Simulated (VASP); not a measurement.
```yaml
crystal:
  lattice:
    - [0.00000, 2.20778, 2.20778]
    - [2.20778, 0.00000, 2.20778]
    - [2.20778, 2.20778, 0.00000]
  atoms:
    - { symbol: B, position: [0.00000, 0.00000, 0.00000] }
    - { symbol: P, position: [0.25000, 0.25000, 0.25000] }
```

All values below come from PBE GGA, VASP's PBE PAW potentials (set 64) (plane waves; VASP). Run with PREC = Normal, 500 eV cut-off, 6×6×6 Γ-centred mesh, Gaussian smearing of 0.010 eV, potentials B_GW P_GW.

Give the stress tensor in GPa (positive for a compressed cell).

```
17.22   0.00   0.00
 0.00  17.22   0.00
 0.00   0.00  17.22
```
The pressure is its mean diagonal, 17.22 GPa.

The compound is BP in the zinc blende structure. This cell is one point of a volume scan, at 0.92 of the reference volume.
